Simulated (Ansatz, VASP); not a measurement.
## Cross-check of Au (Gold) between VASP and Ansatz

Aim: how closely do two programs agree when they are given the same cell, functional and k mesh?

Calculated with Ansatz 0.2.0; plane waves, with VASP 6.6.1 beside it; relaxation of cell and atoms at PBEsol.

The database entry behind the starting cell differs from later determinations by our own check (0.1 to 0.3 % short, probably kX units), so it need not match the best structure at ambient conditions.

## 1. Starting point

The structure is cubic, space group Fm-3m (No. 225). The conventional cell has a = 4.070 Å, b = 4.070 Å, c = 4.070 Å, α = 90.00°, β = 90.00°, γ = 90.00°. Nearest to Au lie 12 Au at 2.88 Å.

## 2. Ansatz: relaxation of cell and atoms, PBEsol

Ansatz runs on its default PAW (the set named soft_2) files.

The relaxed volume is the usual yardstick between codes: its relative difference is about their pressure difference at one cell divided by the bulk modulus.

Contents of input.yaml:

```yaml
crystal:
  lattice:
    - [0.0, 2.035, 2.035]
    - [2.035, 0.0, 2.035]
    - [2.035, 2.035, 0.0]
  atoms:
    - { symbol: Au, position: [0.0, 0.0, 0.0] }
hamiltonian:
  xc: pbesol
  pseudopotentials: { kind: paw }
kpoints:
  mp_grid: { grid: [8, 8, 8] }
scf:
  occupations: { method: fermi_dirac, width: 0.05 }
relax:
  f_tol: 0.01
  max_steps: 60
  cell: { stress_tol: 0.05 }
output:
  forces: true
  stress: true
```

The run is started by

```
$ ansatz run input.yaml --threads 4 --pin off --max-ram 9216MiB --backend cpu --events-out ev --progress --plain --runs-dir out
```

Numbers of over 12 decimals in the logs are rounded to 6 here.

The log of the run:

```text
Engine: ansatz 0.2.0, aarch64-unknown-linux-gnu
Pseudopotentials: kind: paw
Pseudopotential: Au, paw, valence charge 19, recommended cutoff 420 eV (normal), Au.paw.azcp
Functional definition: PBEsol
  exchange = pbesol_x
  correlation = pbesol_c
Crystal: 1 atoms, lattice volume = 16.855 Å³
Basis set: ecut = 420 eV, 331 PW (Γ), exchange–correlation on 40×40×40 points (8 copies of the dense FFT grid, shifted against one another)
Bands: 14, of which v1, the nominal top of the filled ones, is band 10 counted from 1 (9 counted from 0)
Symmetry: 48 space group operations
Space group: Fm-3m (ITA 225), of the structure as read, at distance tolerance 2.6e-5 Å
k-points: 29 of 512
Non-local potential: Au, projectors of the file, l = 0: 3, l = 1: 2, l = 2: 2, l = 3: 1
PAW form: soft (Blöchl's): semilocal exchange-correlation on the pseudo side does not see the compensation charge
PAW frozen core: Au, regenerated for the run's functional, and the local potential with it (the file was generated under x = pbe(κ = 0.804, μ = 0.219515), c = pbe(β = 0.066725))
PAW one-centre angular grid: Au, 590 points (default); XC on 64 Gauss nodes
Initial density: superposition of atomic densities (neutral atoms: chi_scale 0, normalization atom), corrected by the library's trained network
Initial wavefunctions: pseudopotential atomic-orbital guess
Functional: x = pbesol(κ = 0.804, μ = 0.123457), c = pbesol(β = 0.046)
SCF iter   1: F=—  HF=-13007.061216 eV  |F-HF|=—  |Δ(HF+E_count)|=         —  Δρ=5.65e-3  dr2=4.61e-3  ethr=1.77e-3  ⟨swp⟩=4.9  Hψ=2068  notcnv=0
preconditioner: auto → none  [insulator: Δε(μ)=0.250 eV  Ē_g=16.097 eV  σ=0.050 eV  W_gap=0.81  n_scr=8 (ndim 8)  ℏωp=30.0 eV  f_vac=0.000  D(μ)=0.58/eV (n_scr^D=0)  ε∞_Penn≈4.5]
SCF iter   2: F=—  HF=-13007.060034 eV  |F-HF|=—  |Δ(HF+E_count)|=   1.18e-3  Δρ=1.95e-3  dr2=2.88e-4  ethr=2.43e-5  ⟨swp⟩=2.3  Hψ=853  notcnv=0  defer=3
SCF iter   3: F=—  HF=-13007.059955 eV  |F-HF|=—  |Δ(HF+E_count)|=   7.83e-5  Δρ=8.61e-4  dr2=2.51e-5  ethr=1.52e-6  ⟨swp⟩=2.3  Hψ=607  notcnv=0  defer=3
SCF iter   4: F=—  HF=-13007.059963 eV  |F-HF|=—  |Δ(HF+E_count)|=   7.27e-6  Δρ=7.19e-5  dr2=1.25e-7  ethr=1.32e-7  ⟨swp⟩=3.0  Hψ=588  notcnv=0  defer=3
iter 5 did not close the SCF: its close was put off for the readings that it lacked (scf_convergence_deferred on its scf_iter line)
SCF iter   5: F=-13007.059963 eV  HF=-13007.059963 eV  |F-HF|=1.12e-9  |Δ(HF+E_count)|=   2.84e-7  Δρ=7.54e-6  dr2=1.52e-9  ethr=6.59e-10  ⟨swp⟩=2.4  Hψ=540  notcnv=0  defer=3
SCF iter   6: F=-13007.059963 eV  HF=-13007.059963 eV  |F-HF|=9.09e-12  |Δ(HF+E_count)|=   1.59e-9  Δρ=7.63e-7  dr2=1.50e-11  ethr=7.99e-12  ⟨swp⟩=1.0  Hψ=1190  notcnv=0
SCF 1 converged in 6 iterations: F = -13007.059963 eV  dr2 = 1.50e-11
  greatest PAW one-centre occupation: 1.001 electrons in one spin orbital (limit 2), on the Au atom at site 0 (counted from 0), in its partial waves of l = 0
relax step   1: F+E_penalty+E_count = -13007.05996286 eV  Δ(F+E_penalty+E_count) = +0.000e0 eV  max|allowed force component| = 0.000e0 eV/Å  Δτ_max = 0.0000 Å  P = +2.730 GPa  Ω = 16.855 Å³  (6 SCF iters, dr2 threshold 1.00e-7 eV, accepted)
[...]
relax step   2: F+E_penalty+E_count = -13007.05508048 eV  Δ(F+E_penalty+E_count) = +4.882e-3 eV  max|allowed force component| = 0.000e0 eV/Å  Δτ_max = 0.0000 Å  P = -4.415 GPa  Ω = 17.591 Å³  energy of the carried Pulay correction = -2.113e-4 eV  (5 SCF iters, dr2 threshold 1.00e-7 eV, rejected (line search))
[...]
relax step   3: F+E_penalty+E_count = -13007.06202378 eV  Δ(F+E_penalty+E_count) = -2.061e-3 eV  max|allowed force component| = 0.000e0 eV/Å  Δτ_max = 0.0000 Å  P = -0.174 GPa  Ω = 17.129 Å³  energy of the carried Pulay correction = -7.970e-5 eV  (7 SCF iters, accepted)
[...]
relax step   4: F+E_penalty+E_count = -13007.06203823 eV  Δ(F+E_penalty+E_count) = -1.446e-5 eV  max|allowed force component| = 0.000e0 eV/Å  Δτ_max = 0.0000 Å  P = +0.001 GPa  Ω = 17.111 Å³  energy of the carried Pulay correction = -7.465e-5 eV  (2 SCF iters, dr2 threshold 7.60e-8 eV, accepted)
[...]
relax step   5: F+E_penalty+E_count = -13007.06211768 eV  Δ(F+E_penalty+E_count) = -7.944e-5 eV  max|allowed force component| = 0.000e0 eV/Å  Δτ_max = 0.0000 Å  P = -0.003 GPa  Ω = 17.111 Å³  stress off target by 2.71e-3 GPa  SCF on the basis re-selected at this cell (its energy is not comparable with the rows above)  (4 SCF iters)
basis re-selected at this cell: Δ(F+E_penalty+E_count) = -7.944e-5 eV, ΔP = -0.004 GPa vs the last step (what re-selecting the basis moved, of the pressure what is left beyond the Pulay correction that the steps carried, after the strain that the cell walked since its last selection, with what the two solves' SCF thresholds leave and, on support functions, any second-order correction that the steps lacked; it is no measure of the basis error at this ecutwfc). This SCF's stress stands 2.71e-3 GPa from its target on what of the cell is left free (relax.cell.stress_tol is 5.00e-2 GPa) and its largest allowed force component is 0.00e0 eV/Å (relax.f_tol is 1.00e-2 eV/Å): [rest of the remark cut]
SCF converged after 4 iterations
Free energy (F): -13007.062118 eV
Harris-Foulkes:  -13007.062118 eV  (|F-HF|=1.82e-12)
Internal energy: -13007.057187 eV  (E = F + TS)
E sigma→0 (E₀):  -13007.059652 eV
Entropy (-TS):   -0.004931 eV (-4.931 meV/atom)
Fermi energy:    20.292005 eV
--- Per-component energies (eV) ---
  E_band       = -211.922974
  E_kinetic    = 604.692096
  E_local      = -1712.329600  (includes V_loc(G=0)·N_el)
  E_nonlocal   = 77.683500
  E_hartree    = 728.139752
  E_xc         = -226.573859
  E_vxc        = -274.595862  (∫ρ·V_xc dr)
  E_paw        = -9565.754599  (= ΣΔE_a)
  E_vpaw       = -363.654037  (= ΣTr[D̂ρ^β])
  E_aug_tail   = 0.001423  (compensation charges beyond the density's cutoff)
  E_ewald      = -2913.225378
  E_core_change = 0.309479  (= ΣΔE_core)
  E_smearing   = -0.004931  (= −TS)
  E_closure    = 0.000000  (closes the sum)
  Σ components = -13007.062118   (vs F -13007.062118, Δ=0.00e0)
--- Forces (eV/Å), atoms counted from 1 ---
  atom   1  Au    -0.00000000    -0.00000000     0.00000000
  max |Σ_I F_I| component: 1.44e-32 eV/Å
--- Stress (GPa, compression-positive) ---
       -0.002715      -0.000000      -0.000000
       -0.000000      -0.002715      -0.000000
       -0.000000      -0.000000      -0.002715
  P = ⅓ Tr σ = -0.0027 GPa (-0.027 kbar)
--- Relaxed structure (4 steps of the walk, 3 accepted, 1 SCFs on fresh bases) ---
  F+E_penalty+E_count = -13007.06211768 eV   max|allowed force component| = 0.000e0 eV/Å   (the final SCF, on the basis selected at the relaxed cell)
  cell:  # Å, volume = 17.1113 Å³
    - [0, 2.045273, 2.045273]
    - [2.045273, 0, 2.045273]
    - [2.045273, 2.045273, 0]
  atoms:
    - { symbol: Au, position: [0.0, 0.0, 0.0] }
```

Wall time 0.98 s (4 threads of Arm Neoverse V1, shared host); peak memory 0.27 GiB.

## 3. VASP: relaxation of cell and atoms, PBEsol

The same cell, functional, mesh and smearing now go to VASP, with its own data sets and cutoff.

Lines of VASP's logs that name or quote its potential files are left out, and so is its time.

Contents of INCAR:

```
SYSTEM = Au
PREC = Accurate
ENCUT = 520
EDIFF = 1E-06
NELM = 100
ISMEAR = -1
SIGMA = 0.05
LREAL = .FALSE.
ALGO = Normal
GGA = PS
NBANDS = 11
LORBIT = 11
LWAVE = .FALSE.
LCHARG = .FALSE.
KPAR = 2
IBRION = 2
NSW = 60
ISIF = 3
EDIFFG = -0.01
```

Contents of POSCAR:

```
Au
1.0
    0.0000000000      2.0350000000      2.0350000000
    2.0350000000      0.0000000000      2.0350000000
    2.0350000000      2.0350000000      0.0000000000
Au
1
Direct
    0.0000000000      0.0000000000      0.0000000000
```

Contents of KPOINTS:

```
Automatic mesh
0
Gamma
8 8 8
0 0 0
```

PAW data sets: Au (PBE family, release 64).

The run is started by

```
$ mpirun -np 2 vasp_std
```

The log of the run:

```text
[banner, memory and clock lines left out]
running    2 mpi-ranks, on    1 nodes
 distrk:  each k-point on    1 cores,    2 groups
 distr:  one band on    1 cores,    1 groups

 POSCAR found type information on POSCAR Au
 POSCAR found :  1 types and       1 ions
|                                                                             |
|               ----> ADVICE to this user running VASP <----                  |
|                                                                             |
|     You enforced a specific xc type in the INCAR file but a different       |
|     [... a line on the potential file left out ...]
|     I HOPE YOU KNOW WHAT YOU ARE DOING!                                     |
|                                                                             |

 LDA part: xc-table for (Slater+PW92), standard interpolation
 POSCAR, INCAR and KPOINTS ok, starting setup
 FFT: planning ... GRIDC
 FFT: planning ... GRID_SOFT
 FFT: planning ... GRID
 WAVECAR not read
 entering main loop
       N       E                     dE             d eps       ncg     rms          rms(c)
DAV:   1     0.503685717478E+02    0.50369E+02   -0.56622E+03   654   0.888E+02
DAV:   2    -0.345508917502E+01   -0.53824E+02   -0.50769E+02   722   0.196E+02
DAV:   3    -0.421529057840E+01   -0.76020E+00   -0.75887E+00   734   0.229E+01
DAV:   4    -0.421775791623E+01   -0.24673E-02   -0.24673E-02   698   0.151E+00
DAV:   5    -0.421777545098E+01   -0.17535E-04   -0.17535E-04   731   0.122E-01    0.101E+01
DAV:   6    -0.391120889056E+01    0.30657E+00   -0.87396E-01   665   0.791E+00    0.620E+00
DAV:   7    -0.388785179463E+01    0.23357E-01   -0.79910E-02   719   0.235E+00    0.290E+00
DAV:   8    -0.388483844207E+01    0.30134E-02   -0.18193E-03   677   0.428E-01    0.279E-01
DAV:   9    -0.388482869445E+01    0.97476E-05   -0.82750E-06   734   0.270E-02    0.101E-02
DAV:  10    -0.388483149652E+01   -0.28021E-05   -0.11290E-06   675   0.920E-03    0.568E-04
DAV:  11    -0.388483151559E+01   -0.19070E-07   -0.34088E-08   352   0.160E-03
   1 F= -.38848315E+01 E0= -.38823590E+01  d E =-.388483E+01
 curvature:   0.00 expect dE= 0.000E+00 dE for cont linesearch  0.000E+00
 trial: gam= 0.00000 g(F)=  0.880E-64 g(S)=  0.942E-02 ort = 0.000E+00 (trialstep = 0.100E+01)
 search vector abs. value=  0.942E-02
 bond charge predicted
       N       E                     dE             d eps       ncg     rms          rms(c)
DAV:   1    -0.404713984076E+01   -0.16231E+00   -0.30897E+00   656   0.172E+01    0.246E+00
DAV:   2    -0.388877514162E+01    0.15836E+00   -0.47702E-01   659   0.578E+00    0.114E+00
DAV:   3    -0.388168141665E+01    0.70937E-02   -0.29714E-02   692   0.140E+00    0.826E-01
DAV:   4    -0.388161134370E+01    0.70073E-04   -0.96733E-04   656   0.237E-01    0.742E-02
DAV:   5    -0.388162444339E+01   -0.13100E-04   -0.49306E-05   744   0.454E-02    0.399E-03
DAV:   6    -0.388162667708E+01   -0.22337E-05   -0.12747E-06   672   0.936E-03    0.597E-04
DAV:   7    -0.388162667295E+01    0.41347E-08   -0.15545E-08   328   0.111E-03
   2 F= -.38816267E+01 E0= -.38792035E+01  d E =0.320484E-02
 trial-energy change:    0.003205  1 .order    0.002937   -0.009421    0.015294
 step:   0.3661(harm=  0.3812)  dis= 0.00000  next Energy=    -3.886543 (dE=-0.171E-02)
 bond charge predicted
       N       E                     dE             d eps       ncg     rms          rms(c)
DAV:   1    -0.395367735070E+01   -0.72051E-01   -0.12376E+00   656   0.108E+01    0.154E+00
DAV:   2    -0.388917921379E+01    0.64498E-01   -0.19733E-01   650   0.368E+00    0.582E-01
DAV:   3    -0.388649491957E+01    0.26843E-02   -0.11556E-02   701   0.862E-01    0.423E-01
DAV:   4    -0.388653161718E+01   -0.36698E-04   -0.54840E-04   656   0.169E-01    0.488E-02
DAV:   5    -0.388652457524E+01    0.70419E-05   -0.86439E-06   677   0.275E-02    0.424E-03
DAV:   6    -0.388652614809E+01   -0.15728E-05   -0.30183E-07   461   0.382E-03    0.491E-04
DAV:   7    -0.388652621639E+01   -0.68306E-07   -0.22674E-08   319   0.128E-03
   3 F= -.38865262E+01 E0= -.38840743E+01  d E =-.169470E-02
 curvature:  -0.19 expect dE=-0.385E-07 dE for cont linesearch -0.385E-07
 trial: gam= 0.00000 g(F)=  0.292E-64 g(S)=  0.202E-06 ort =-0.436E-04 (trialstep = 0.873E+00)
 search vector abs. value=  0.202E-06
 reached required accuracy - stopping structural energy minimisation
```

From OUTCAR (step 3):

```text
ion  position               nearest neighbor table
   1  0.000  0.000  0.000-

  LATTYP: Found a face centered cubic cell.
 ALAT       =     4.0700000000

 Subroutine GETGRP returns: Found 48 space group operations
 (whereof 48 operations were pure point group operations)

The static configuration has the point symmetry O_h .

 Found     29 irreducible k-points:

   k-points           NKPTS =     29   k-points in BZ     NKDIM =     29   number of bands    NBANDS=     11

   dimension x,y,z NGX =    24 NGY =   24 NGZ =   24
   dimension x,y,z NGXF=    48 NGYF=   48 NGZF=   48

   ENCUT  =  520.0 eV  38.22 Ry    6.18 a.u.   5.35  5.35  5.35*2*pi/ulx,y,z

   NELECT =      11.0000    total number of electrons

 k-points in reciprocal lattice and weights: Automatic mesh
   0.00000000  0.00000000  0.00000000       0.002
   0.12500000  0.00000000  0.00000000       0.016
   0.25000000  0.00000000  0.00000000       0.016
   0.37500000  0.00000000  0.00000000       0.016
   0.50000000  0.00000000  0.00000000       0.008
   0.12500000  0.12500000  0.00000000       0.012
   0.25000000  0.12500000  0.00000000       0.047
   0.37500000  0.12500000  0.00000000       0.047
   0.50000000  0.12500000  0.00000000       0.047
[...]
-0.37500000  0.50000000  0.12500000       0.023
  -0.25000000  0.50000000  0.25000000       0.012

 average (electrostatic) potential at core
       1 -64.0982

 E-fermi :   9.1869

 k-point     1 :       0.0000    0.0000    0.0000
  band No.  band energies     occupation
    ...
      2       4.5784      2.00000
      3       4.5784      2.00000
      4       4.5784      2.00000
      5       6.1053      2.00000
      6       6.1053      2.00000
      7      23.7397      0.00000
      8      27.7214      0.00000
      9      27.7214      0.00000
     10      27.7214      0.00000
     11      32.5785      0.00000

 k-point     2 :       0.1250    0.0000    0.0000
  band No.  band energies     occupation
    ...
      2       4.4246      2.00000
      3       4.7429      2.00000
      4       4.7429      2.00000
      5       6.0462      2.00000
      6       6.0462      2.00000
      7      24.1859      0.00000
      8      25.1618      0.00000
      9      28.3312      0.00000
     10      28.3312      0.00000
     11      32.5937      0.00000

 k-point     3 :       0.2500    0.0000    0.0000
  band No.  band energies     occupation
    ...
      2       4.4310      2.00000
      3       4.8598      2.00000
      4       4.8598      2.00000
      5       6.2667      2.00000
      6       6.2667      2.00000
      7      20.3563      0.00000
      8      24.8031      0.00000
      9      29.1265      0.00000
     10      29.1265      0.00000
     11      30.9359      0.00000

  Total       -0.0011819     -0.0011819     -0.0011819      0.0000000      0.0000000     -0.0000000
  in kB       -0.1108466     -0.1108466     -0.1108466      0.0000000      0.0000000     -0.0000000
  external PRESSURE =      -0.1108466 kB  Pullay stress =       0.0000000 kB

  energy-cutoff  :      520.00
  volume of cell :       17.08
      direct lattice vectors                 reciprocal lattice vectors
     0.000000000  2.044168983  2.044168983    -0.244598174  0.244598174  0.244598174
     2.044168983  0.000000000  2.044168983     0.244598174 -0.244598174  0.244598174
     2.044168983  2.044168983  0.000000000     0.244598174  0.244598174 -0.244598174

 POSITION                                       TOTAL-FORCE (eV/Angst)
 -----------------------------------------------------------------------------------
      0.00000      0.00000      0.00000         0.000000      0.000000     -0.000000
 -----------------------------------------------------------------------------------
    total drift:                               -0.000000      0.000000      0.000000

  FREE ENERGIE OF THE ION-ELECTRON SYSTEM (eV)
  ---------------------------------------------------
  free  energy   TOTEN  =        -3.8865262164 eV

  energy  without entropy=       -3.8816223684  energy(sigma->0) =       -3.88407429

 reached required accuracy - stopping structural energy minimisation

 total charge
# of ion       s       p       d       tot
------------------------------------------
    1        0.539   0.352   8.752   9.643

[... 3 further parts left out ...]
```

CONTCAR:

```
Au
   1.00000000000000
     0.0000000000000000    2.0441689825735248    2.0441689825735248
     2.0441689825735248    0.0000000000000000    2.0441689825735248
     2.0441689825735248    2.0441689825735248    0.0000000000000000
  Au
     1
Direct
     0.0000000000000000    0.0000000000000000    0.0000000000000000
```

This run has no spin polarisation. Its electron count is odd, so without a moment it is a metal by construction.

## 4. Comparison

Known differences besides the potentials themselves: both relaxations stop at a tolerance, which leaves soft axes loose, and VASP keeps its plane-wave basis; the data sets hold 19 valence electrons in Ansatz (default PAW (the set named soft_2) files) and 11 in VASP; the cutoff is 420 eV in Ansatz and 520 eV in VASP; Ansatz makes its cores anew for this functional, VASP keeps those of its PBE data sets; VASP leaves aspherical gradient terms in its spheres out (LASPH is not set), Ansatz keeps them; Ansatz adds a Pulay correction to the stress that steers its cell, VASP none. Total energies have different zeros and are not compared.

Both answers:

```
                                         quantity  Ansatz   VASP  difference
                                      volume (Å³)   17.11  17.08     +0.16 %
edge a after relaxation, in the typed setting (Å)   2.893  2.891     +0.06 %
```

The walks stopped with 0.00 GPa left in Ansatz and -0.01 GPa in VASP; each walk ends within a tolerance, so the volume difference is uncertain by about these residues over the bulk modulus, most in soft cells.

## 5. Outcome

| Item | Value |
| --- | --- |
| difference in volume (relaxation of cell and atoms, PBEsol) | 0.16 % |

What this shows: The difference in volume is 0.16 % (relaxation of cell and atoms, PBEsol), within the 1.2 % picked in this series as the mark of a large difference, as far as the stopping tolerances let one tell. How closely two codes agree says nothing of how well the functional describes the real material.

[Lines on the potential files, build, host, timing and source positions are cut from VASP's logs without a mark.]

[Logs are printed without paths, hosts, clocks, repeated set-up lines and the standing remarks that a program may print on its own settings, such as how far it seeks lower states.]

[Hosts, paths, dates, database ids (printed as entryN), source tags and the programs' standing remarks are cut or masked in the printed files.]
